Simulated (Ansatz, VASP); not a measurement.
## LiC18 in VASP and in Ansatz

```
C Li
1.0
     7.39800    0.00000    0.00000
    -3.69900    6.40686    0.00000
     0.00000    0.00000   13.00000
C Li
18 1
Direct
  0.99360 0.99747 0.07876
  0.21534 0.10760 0.07866
  0.99360 0.32935 0.07876
  0.21534 0.44096 0.07866
  0.99422 0.66372 0.07779
  0.21631 0.77476 0.07878
  0.32644 0.99650 0.07867
  0.54818 0.10663 0.07869
  0.32546 0.32934 0.07863
  0.54755 0.44038 0.07754
  0.32644 0.66316 0.07867
  0.54818 0.77477 0.07869
  0.65979 0.99650 0.07867
  0.88200 0.10761 0.07869
  0.65922 0.32872 0.07761
  0.88256 0.44040 0.07773
  0.65922 0.66372 0.07761
  0.88256 0.77538 0.07774
  0.76979 0.55149 0.20504
```

Alike in both runs: functional PBEsol; k mesh 2 × 2 × 1; occupations gaussian, width 0.02 eV; collinear spin.

Ansatz relaxed the structure, and its values are those at the end. VASP's run is a single point on that final structure, the one shown.

```csv
,VASP,Ansatz
version,VASP 6.6.1,Ansatz 0.2.0
potentials or method,"VASP PAW PBE potentials, release 64 (C, Li_sv)","scalar-relativistic, plane waves, PAW"
plane-wave cutoff (eV),520,420
valence electrons in the cell,75,75
```

|  | VASP | Ansatz | Ansatz less VASP |
| --- | --- | --- | --- |
| rms of the force components (eV/Å) | 0.006 | 0.002 | -0.0044 |
| net moment per atom (μB) | 0.00 | 0.00 | 0.000 |

Ansatz warned: «filled_band_counts_differ_across_k_points».

Caveats: the k mesh is coarse (spacing up to 0.49 Å⁻¹), so the values aren't converged; the PAW data sets were made with another functional, which shifts forces and pressure a little (VASP).
